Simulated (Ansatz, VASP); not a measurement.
**One calculation of TiSn, two programs**

```xyz
2
Lattice="0.0000 2.7747 2.7747 2.7747 0.0000 2.7747 2.7747 2.7747 0.0000" Properties=species:S:1:pos:R:3 pbc="T T T"
Ti    0.0000    0.0000    0.0000
Sn    2.7747    2.7747    2.7747
```

The cell comes from a database or a generator and needn't be the stable form of this composition.

Alike in both runs: task single point; functional PBEsol; k mesh 6 × 6 × 6; occupations gaussian, width 0.05 eV; no spin polarisation.

|  | VASP | Ansatz |
| --- | --- | --- |
| version | VASP 6.6.1 | Ansatz 0.2.0 |
| potentials or method | VASP PAW PBE potentials, release 64 (Ti_sv, Sn_d) | scalar-relativistic, plane waves, PAW |
| plane-wave cutoff (eV) | 520 | 420 |
| valence electrons in the cell | 26 | 26 |

|  | VASP | Ansatz | Ansatz less VASP |
| --- | --- | --- | --- |
| gap on the k mesh at the Fermi level (eV) | none | none | - |
| pressure (GPa) | -1.4 | -1.5 | -0.08 |

A gap of «none» marks a metal or a gap that the smearing closes.

Caveats: the PAW data sets were made with another functional, which shifts forces and pressure a little (VASP).
